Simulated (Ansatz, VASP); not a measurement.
# Sn19Ge5O48 (Sn0.8Ge0.2O2, rutile) in two plane-wave programs, part 2 of 4

Wanted: the spread between two codes on one cell, functional and k mesh. The cell is invented: As first built, before any earlier steps moved the atoms (in the runner's words): 2x2x3 conventional cells of the SnO2 type (72 atoms: 48 O, 5 Ge, 19 Sn); Sn/Ge share their sites, the best of 600 random draws by like-pair counts in two shells; start lattice by linear mixing of the end members' cells; atoms moved at random by 0.02 A. It may not be a known or stable phase. Of the first pair: The structure shown is the end of the Ansatz relaxation below.

VASP 6.6.1 and Ansatz 0.2.0.

So far: Starting point; Ansatz: relaxation, PBE.

## 3. VASP: single point, PBE, relaxed cell, pair 1

Level of this step: PBE; plane waves and PAW (O, Ge_d, Sn_d); invented cell (VASP).

The same cell, functional, mesh and smearing now go to VASP, with its own data sets.

Lines of VASP's logs that name or quote its potential files are left out, and so is its time.

INCAR reads:

```
SYSTEM = Sn19Ge5O48
PREC = Accurate
ENCUT = 600
EDIFF = 1E-06
NELM = 120
ISMEAR = -1
SIGMA = 0.01
LREAL = Auto
ALGO = Normal
GGA = PE
NBANDS = 368
LORBIT = 11
LWAVE = .FALSE.
LCHARG = .FALSE.
ISIF = 2
LASPH = .TRUE.
GGA_COMPAT = .FALSE.
EFERMI = MIDGAP
NCORE = 2
```

POSCAR reads:

```
Sn19Ge5O48
1.0
    9.4993030000     -0.0020290000      0.0026030000
   -0.0020290000      9.5004690000      0.0006410000
    0.0026080000      0.0006390000      9.5301120000
O Ge Sn
48 5 19
Direct
    0.1492500000      0.1499300000      0.0109500000
    0.1023100000      0.3952500000      0.1774800000
    0.3379500000      0.3389300000      0.0124900000
    0.3921000000      0.1042900000      0.1665700000
    0.1630600000      0.1552300000      0.3344800000
    0.1030000000      0.3982100000      0.4888900000
    0.3436400000      0.3347400000      0.3348300000
    0.3984900000      0.1027600000      0.5101000000
    0.1521200000      0.1603300000      0.6526100000
    0.0985000000      0.3994700000      0.8324400000
    0.3372100000      0.3460900000      0.6535900000
    0.4046200000      0.0941200000      0.8216700000
    0.1539800000      0.6499800000      0.9974200000
    0.0915300000      0.9045400000      0.1554800000
    0.3501400000      0.8442500000      0.0024800000
    0.3995300000      0.5946800000      0.1674000000
    0.1467600000      0.6435600000      0.3339100000
    0.0968400000      0.9029300000      0.4985600000
    0.3400400000      0.8490300000      0.3309900000
    0.4032900000      0.5985600000      0.4992600000
    0.1524100000      0.6573400000      0.6680600000
    0.0998600000      0.9146200000      0.8454500000
    0.3508800000      0.8569300000      0.6659800000
    0.4002500000      0.5939400000      0.8332900000
    0.6501400000      0.1533800000      0.0026000000
    0.5995600000      0.4033200000      0.1674300000
    0.8445900000      0.3494300000      0.9972200000
    0.9082400000      0.0941700000      0.1553900000
    0.6552400000      0.1538500000      0.3313700000
    0.5984900000      0.4020000000      0.4988400000
    0.8600100000      0.3477400000      0.3334500000
    0.9027700000      0.0954900000      0.4990000000
    0.6469100000      0.1435900000      0.6655700000
    0.5885300000      0.3941500000      0.8335200000
    0.8472000000      0.3413300000      0.6684100000
    0.9102600000      0.0947900000      0.8452400000
    0.6550000000      0.6544300000      0.0004600000
    0.5943200000      0.9070200000      0.1689700000
    0.8551800000      0.8544000000      0.9998800000
    0.9115500000      0.5887600000      0.1792400000
    0.6488600000      0.6560500000      0.3325900000
    0.5879400000      0.9085200000      0.5102200000
    0.8458800000      0.8519800000      0.3346800000
    0.9091200000      0.5871500000      0.4874200000
    0.6571700000      0.6473800000      0.6667800000
    0.5926700000      0.9076600000      0.8217800000
    0.8532600000      0.8443300000      0.6647300000
    0.9058200000      0.5954000000      0.8328500000
    0.0034200000      0.0030400000      0.0019000000
    0.2468200000      0.2470300000      0.1718600000
    0.2508200000      0.2506800000      0.4963100000
    0.0065300000      0.4925100000      0.3337900000
    0.4979800000      0.0012000000      0.6650900000
    0.0041100000      0.0038000000      0.3295600000
    0.0031300000      0.0023600000      0.6685100000
    0.2478100000      0.2441600000      0.8327100000
    0.0033500000      0.4955200000      0.0039100000
    0.2431000000      0.7467400000      0.1666800000
    0.2492200000      0.7503500000      0.4994500000
    0.0029600000      0.4963000000      0.6618400000
    0.2521500000      0.7558900000      0.8333800000
    0.4972500000      0.0015800000      0.9985000000
    0.7564900000      0.2515500000      0.1666000000
    0.4924300000      0.0067900000      0.3368200000
    0.7509200000      0.2484100000      0.4994300000
    0.7472700000      0.2424200000      0.8333400000
    0.4965400000      0.4961400000      0.0015100000
    0.7547000000      0.7516800000      0.1673000000
    0.4961100000      0.4957700000      0.3329900000
    0.7494800000      0.7486200000      0.4992600000
    0.4970900000      0.4962900000      0.6654800000
    0.7526100000      0.7532600000      0.8330900000
```

KPOINTS reads:

```
Automatic mesh
0
Gamma
1 1 1
0 0 0
```

The projector-augmented-wave data sets are O, Ge_d and Sn_d (PBE family, release 64).

Started as:

```
mpirun -np 8 vasp_gam
```

Numbers of over 12 decimals in the logs are rounded to 6 here.

The log of the run:

```text
[banner, memory and clock lines left out]
running    8 mpi-ranks, on    1 nodes
[...]
LDA part: xc-table for (Slater+PW92), standard interpolation
 POSCAR, INCAR and KPOINTS ok, starting setup
[...]
entering main loop
       N       E                     dE             d eps       ncg     rms          rms(c)
DAV:   1     0.198239191958E+05    0.19824E+05   -0.25288E+05   896   0.390E+03
DAV:   2     0.516714406525E+04   -0.14657E+05   -0.13781E+05   736   0.116E+03
DAV:   3     0.344312651121E+03   -0.48228E+04   -0.45063E+04   816   0.423E+02
DAV:   4    -0.469138143973E+03   -0.81345E+03   -0.78562E+03   840   0.186E+02
[...]
DAV:  15    -0.447652041868E+03   -0.20181E-06   -0.25840E-05   992   0.248E-02    0.635E-03
DAV:  16    -0.447652041122E+03    0.74653E-06   -0.10645E-05   752   0.127E-02    0.392E-03
DAV:  17    -0.447652040960E+03    0.16169E-06   -0.41065E-06   464   0.587E-03
   1 F= -.44765204E+03 E0= -.44765204E+03  d E =-.256740E-13
```

Parts of OUTCAR (step 3):

```text
 POSITION                                       TOTAL-FORCE (eV/Angst)
 -----------------------------------------------------------------------------------
      1.41750      1.42411      0.10484        -0.005068     -0.007230      0.017193
      0.97153      3.75497      1.69192         0.008776     -0.007144      0.008504
      3.20963      3.21932      0.12013         0.000571     -0.002545      0.016261
      3.72490      0.99011      1.58852        -0.019035      0.018485     -0.007078
      1.54951      1.47464      3.18816         0.010902      0.010578     -0.001928
      0.97890      3.78329      4.65970         0.008757     -0.008149     -0.012688
      3.26453      3.17970      3.19208        -0.006098     -0.005576     -0.002192
      3.78650      0.97579      4.86241        -0.012138      0.013303      0.016949
      1.44641      1.52332      6.21995         0.002580      0.007619     -0.022718
      0.93704      3.79548      7.93376         0.004461     -0.003979      0.000569
      3.20426      3.28775      6.22989        -0.004863     -0.001425     -0.015193
      3.84556      0.89389      7.83172         0.004101     -0.002827     -0.015495
      1.46399      6.17544      9.50634        -0.013288     -0.011190     -0.006549
      0.86804      8.59347      1.48256        -0.001372      0.000943     -0.019520
[...]
-----------------------------------------------------------------------------------
    total drift:                               -0.021609     -0.013083      0.005490

  FREE ENERGIE OF THE ION-ELECTRON SYSTEM (eV)
  ---------------------------------------------------
  free  energy   TOTEN  =      -447.6520409599 eV

  energy  without entropy=     -447.6520409599  energy(sigma->0) =     -447.65204096

[... 2 further parts left out ...]
[key lines of the parts left out:]
E-fermi :   5.9226
```

The run ends at a pressure of 0.27 GPa, with forces up to 0.031 eV/Å.

## 4. Side by side

Known differences besides the potentials themselves: the cutoff is 420 eV in Ansatz and 600 eV in VASP (PREC = Accurate, projectors in real space). Total energies have different zeros and are not compared.

Compared:

| quantity | Ansatz | VASP | difference |
| --- | --- | --- | --- |
| pressure (GPa) | -0.04 | 0.27 | -0.31 |
| gap on the k mesh (eV) | 0.642 | 0.631 | +0.010 |

At this near-relaxed geometry the largest component of a force difference is 29 meV/Å. A gap on the mesh is an upper bound, since the band edges may lie between its points.

## 5. Ansatz: relaxation, PBE

The two programs are compared at the cell with which this relaxation starts, whose forces are those of its first step. The cell compared in this pair holds 816.63 Å³, against 860.07 Å³ for the pair before.

The structure compared here is the start of the Ansatz relaxation; VASP solves that cell, so the two are compared at the walk's first step.

input.yaml reads:

```yaml
crystal:
  lattice:
    - [9.3388, 0.0, 0.0]
    - [0.0, 9.3388, 0.0]
    - [0.0, 0.0, 9.3636]
  atoms:
    - { symbol: O, position: [0.15394, 0.15554, 0.9995] }
    - { symbol: O, position: [0.09357, 0.40234, 0.16866] }
    - { symbol: O, position: [0.34711, 0.34591, 0.99981] }
    - { symbol: O, position: [0.40786, 0.09063, 0.16384] }
    - { symbol: O, position: [0.15588, 0.15495, 0.3342] }
    - { symbol: O, position: [0.09463, 0.40551, 0.49824] }
    - { symbol: O, position: [0.34514, 0.34443, 0.3345] }
    - { symbol: O, position: [0.4008, 0.09761, 0.49872] }
    - { symbol: O, position: [0.15494, 0.1525, 0.67017] }
    - { symbol: O, position: [0.09573, 0.40323, 0.83208] }
    - { symbol: O, position: [0.34512, 0.34623, 0.66692] }
    - { symbol: O, position: [0.39998, 0.09478, 0.83347] }
    - { symbol: O, position: [0.15177, 0.65336, 0.00171] }
    - { symbol: O, position: [0.09832, 0.90615, 0.16782] }
    - { symbol: O, position: [0.3494, 0.84285, 0.99855] }
    - { symbol: O, position: [0.40135, 0.59508, 0.16818] }
    - { symbol: O, position: [0.15328, 0.64922, 0.33734] }
    - { symbol: O, position: [0.09831, 0.90362, 0.49887] }
    - { symbol: O, position: [0.3443, 0.84393, 0.33068] }
    - { symbol: O, position: [0.40496, 0.59298, 0.50125] }
    - { symbol: O, position: [0.15619, 0.65331, 0.66921] }
    - { symbol: O, position: [0.09791, 0.9035, 0.83322] }
    - { symbol: O, position: [0.35014, 0.85034, 0.6639] }
    - { symbol: O, position: [0.4038, 0.59296, 0.83246] }
    - { symbol: O, position: [0.65627, 0.15398, 0.99843] }
    - { symbol: O, position: [0.59812, 0.40508, 0.16801] }
    - { symbol: O, position: [0.84856, 0.34704, 0.00056] }
    - { symbol: O, position: [0.90467, 0.09787, 0.172] }
    - { symbol: O, position: [0.65119, 0.15145, 0.33126] }
    - { symbol: O, position: [0.59238, 0.40128, 0.4973] }
    - { symbol: O, position: [0.84794, 0.34836, 0.3301] }
    - { symbol: O, position: [0.90309, 0.09331, 0.49818] }
    - { symbol: O, position: [0.65376, 0.15271, 0.66589] }
    - { symbol: O, position: [0.59925, 0.40429, 0.83143] }
    - { symbol: O, position: [0.84438, 0.34292, 0.66609] }
    - { symbol: O, position: [0.90618, 0.09852, 0.83248] }
    - { symbol: O, position: [0.65089, 0.65209, 0.99652] }
    - { symbol: O, position: [0.59063, 0.89771, 0.16665] }
    - { symbol: O, position: [0.84442, 0.8427, 0.00131] }
    - { symbol: O, position: [0.90482, 0.59912, 0.16644] }
    - { symbol: O, position: [0.65173, 0.65481, 0.33062] }
    - { symbol: O, position: [0.59531, 0.90573, 0.49722] }
    - { symbol: O, position: [0.84631, 0.84529, 0.33026] }
    - { symbol: O, position: [0.90698, 0.59346, 0.49813] }
    - { symbol: O, position: [0.65297, 0.65556, 0.66722] }
    - { symbol: O, position: [0.59447, 0.90139, 0.8346] }
    - { symbol: O, position: [0.84598, 0.84579, 0.66645] }
    - { symbol: O, position: [0.90392, 0.59564, 0.8358] }
    - { symbol: Ge, position: [0.00421, 0.99788, 0.99896] }
    - { symbol: Ge, position: [0.2515, 0.25064, 0.16544] }
    - { symbol: Ge, position: [0.24786, 0.24838, 0.50129] }
    - { symbol: Ge, position: [0.00173, 0.4978, 0.33375] }
    - { symbol: Ge, position: [0.49736, 0.00245, 0.66571] }
    - { symbol: Sn, position: [0.99863, 0.99766, 0.33438] }
    - { symbol: Sn, position: [0.00192, 0.99686, 0.66894] }
    - { symbol: Sn, position: [0.2481, 0.24897, 0.83154] }
    - { symbol: Sn, position: [0.00198, 0.50401, 0.99833] }
    - { symbol: Sn, position: [0.25206, 0.74932, 0.17028] }
    - { symbol: Sn, position: [0.25048, 0.74874, 0.50335] }
    - { symbol: Sn, position: [0.00035, 0.50081, 0.66865] }
    - { symbol: Sn, position: [0.24909, 0.75076, 0.83426] }
    - { symbol: Sn, position: [0.50081, 0.99616, 0.99989] }
    - { symbol: Sn, position: [0.75182, 0.25175, 0.16566] }
    - { symbol: Sn, position: [0.50017, 0.99869, 0.332] }
    - { symbol: Sn, position: [0.74727, 0.25024, 0.50157] }
    - { symbol: Sn, position: [0.75035, 0.25159, 0.83368] }
    - { symbol: Sn, position: [0.5007, 0.50017, 0.00043] }
    - { symbol: Sn, position: [0.74762, 0.74945, 0.16439] }
    - { symbol: Sn, position: [0.49746, 0.5041, 0.33156] }
    - { symbol: Sn, position: [0.74767, 0.74178, 0.49967] }
    - { symbol: Sn, position: [0.49993, 0.49536, 0.6661] }
    - { symbol: Sn, position: [0.75103, 0.74751, 0.83522] }
kpoints:
  mp_grid: { grid: [2, 2, 2], shift: [0.5, 0.5, 0.5] }
hamiltonian:
  xc: pbe
scf:
  occupations: { method: fermi_dirac, width: 0.01 }
output:
  forces: true
  stress: true
relax:
  f_tol: 0.02
  max_steps: 45
  cell: { stress_tol: 0.1 }
```

Started as:

```
ansatz run input.yaml --threads 8 --pin off --max-ram 15360MiB --backend cpu --events-out ev --progress --plain --runs-dir out
```

The log of the run:

```text
[...]
Crystal: 72 atoms, lattice volume = 816.629 Å³
Basis set: ecut = 420 eV, 15927 PW (Γ), exchange–correlation on 128×128×128 points (8 copies of the dense FFT grid, shifted against one another)
Bands: 384, of which v1, the nominal top of the filled ones, is band 312 counted from 1 (311 counted from 0)
Symmetry: 1 space group operations
[...]
k-points: 4 of 8 (time reversal used)
[...]
- { symbol: Sn, position: [0.247883, 0.244296, 0.832731] }
    - { symbol: Sn, position: [0.00324469, 0.495618, 1.003979] }
    - { symbol: Sn, position: [0.243188, 0.746810, 0.166657] }
    - { symbol: Sn, position: [0.249220, 0.750363, 0.499459] }
    - { symbol: Sn, position: [0.00286066, 0.496396, 0.661803] }
    - { symbol: Sn, position: [0.252084, 0.755809, 0.833371] }
[...]
- { symbol: Sn, position: [0.496144, 0.495836, 0.332977] }
    - { symbol: Sn, position: [0.749495, 0.748609, 0.499284] }
    - { symbol: Sn, position: [0.497104, 0.496322, 0.665480] }
    - { symbol: Sn, position: [0.752523, 0.753211, 0.833085] }
[key lines of the parts left out:]
P = ⅓ Tr σ = 0.0466 GPa (0.466 kbar)
```

(Part 2 of 4 ends here.)

[Lines on the potential files, build, host, timing and source positions are cut from VASP's logs without a mark.]

[Logs are printed without paths, hosts, clocks, repeated set-up lines and the standing remarks that a program may print on its own settings, such as how far it seeks lower states.]

[Hosts, paths, dates, database ids (printed as entryN), source tags and the programs' standing remarks are cut or masked in the printed files.]
